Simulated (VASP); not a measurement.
Level of theory: PBE GGA, VASP's PBE PAW potentials (set 64) (plane waves; VASP).

Input for VASP

File KPOINTS:
```
Automatic mesh
0
Gamma
6 6 6
0 0 0
```

POSCAR:
```
KF
2.72850
  0.0000000000   1.0000000000   1.0000000000
  1.0000000000   0.0000000000   1.0000000000
  1.0000000000   1.0000000000   0.0000000000
K F
1 1
direct
  0.0000000000   0.0000000000   0.0000000000
  0.5000000000   0.5000000000   0.5000000000
```

**INCAR**
```
ALGO=Normal
EDIFF=1E-6
ENCUT=520
GGA=PE
ISIF=2
ISMEAR=0
LASPH=.TRUE.
LCHARG=.FALSE.
LREAL=.FALSE.
LWAVE=.FALSE.
NELM=100
PREC=Accurate
SIGMA=0.05
SYSTEM=KF
```

POTCAR, in this order: K_sv F (PBE.64 set). Program: vasp_std.

The run wrote:

### OSZICAR
```
       N       E                     dE             d eps       ncg     rms          rms(c)
DAV:   1     0.121371488655E+03    0.12137E+03   -0.86877E+03   384   0.130E+03
DAV:   2    -0.389993985500E+01   -0.12527E+03   -0.11738E+03   488   0.335E+02
DAV:   3    -0.941387836113E+01   -0.55139E+01   -0.54898E+01   488   0.665E+01
DAV:   4    -0.958230709049E+01   -0.16843E+00   -0.16832E+00   616   0.101E+01
DAV:   5    -0.958336373164E+01   -0.10566E-02   -0.10566E-02   480   0.985E-01    0.626E+00
DAV:   6    -0.832949198120E+01    0.12539E+01   -0.44080E+00   424   0.177E+01    0.354E+00
DAV:   7    -0.830082674303E+01    0.28665E-01   -0.12513E-01   516   0.307E+00    0.212E+00
DAV:   8    -0.829633796486E+01    0.44888E-02   -0.57847E-02   424   0.280E+00    0.212E-01
DAV:   9    -0.829813287580E+01   -0.17949E-02   -0.65201E-03   524   0.661E-01    0.120E-01
DAV:  10    -0.829871640420E+01   -0.58353E-03   -0.10663E-03   424   0.314E-01    0.623E-02
DAV:  11    -0.829884759145E+01   -0.13119E-03   -0.43200E-04   412   0.163E-01    0.246E-02
DAV:  12    -0.829883400262E+01    0.13589E-04   -0.89877E-05   504   0.759E-02    0.707E-03
DAV:  13    -0.829883368816E+01    0.31446E-06   -0.59615E-06   420   0.233E-02
   1 F= -.82988337E+01 E0= -.82988337E+01  d E =-.661567E-21
```

**OUTCAR**
```
------------------------ aborting loop because EDIFF is reached ----------------------------------------
  FORCE on cell =-STRESS in cart. coord.  units (eV):
  Direction    XX          YY          ZZ          XY          YZ          ZX
  --------------------------------------------------------------------------------------
  Total       -0.1360859     -0.1360859     -0.1360859     -0.0000000      0.0000000     -0.0000000
  in kB       -5.3668812     -5.3668812     -5.3668812     -0.0000000      0.0000000     -0.0000000
  external PRESSURE =      -5.3668812 kB  Pullay stress =       0.0000000 kB
  volume of cell :       40.63
      direct lattice vectors                 reciprocal lattice vectors
     0.000000000  2.728500000  2.728500000    -0.183250870  0.183250870  0.183250870
     2.728500000  0.000000000  2.728500000     0.183250870 -0.183250870  0.183250870
     2.728500000  2.728500000  0.000000000     0.183250870  0.183250870 -0.183250870
  FREE ENERGIE OF THE ION-ELECTRON SYSTEM (eV)
  ---------------------------------------------------
  free  energy   TOTEN  =        -8.2988336882 eV

  energy  without entropy=       -8.2988336882  energy(sigma->0) =       -8.29883369
```
(Selected blocks of OUTCAR.)

File OUTCAR:
```
 val. band max:       -2.9630791813   @ k =   0.0000   0.0000   0.0000

 cond. band min:       2.8845283799   @ k =   0.0000   0.0000   0.0000


 Fermi energy:        -2.6432219706

 k-point     1 :       0.0000    0.0000    0.0000
  band No.  band energies     occupation
      1     -29.2819      2.00000
      2     -21.5857      2.00000
      3     -12.5734      2.00000
      4     -12.5734      2.00000
      5     -12.5734      2.00000
      6      -2.9631      2.00000
      7      -2.9631      2.00000
      8      -2.9631      2.00000
      9       2.8845      0.00000
     10       7.5366      0.00000
     11       7.5366      0.00000
     12       7.5366      0.00000

 k-point     2 :       0.1667    0.0000    0.0000
  band No.  band energies     occupation
      1     -29.2645      2.00000
      2     -21.6009      2.00000
      3     -12.6341      2.00000
      4     -12.5818      2.00000
      5     -12.5818      2.00000
      6      -3.1756      2.00000
      7      -3.0398      2.00000
      8      -3.0398      2.00000
      9       3.5895      0.00000
     10       7.1552      0.00000
     11       7.8734      0.00000
     12       7.8734      0.00000

 k-point     3 :       0.3333    0.0000    0.0000
  band No.  band energies     occupation
      1     -29.2294      2.00000
      2     -21.6307      2.00000
      3     -12.7539      2.00000
      4     -12.5983      2.00000
      5     -12.5983      2.00000
      6      -3.5324      2.00000
      7      -3.1889      2.00000
      8      -3.1889      2.00000
      9       5.1192      0.00000
     10       6.8563      0.00000
     11       8.5332      0.00000
     12       8.5332      0.00000

 k-point     4 :       0.5000    0.0000    0.0000
  band No.  band energies     occupation
      1     -29.2117      2.00000
      2     -21.6460      2.00000
      3     -12.8130      2.00000
      4     -12.6065      2.00000
      5     -12.6065      2.00000
      6      -3.6881      2.00000
...
```

The compound is KF in the rock salt structure. The cell was not relaxed at this level.
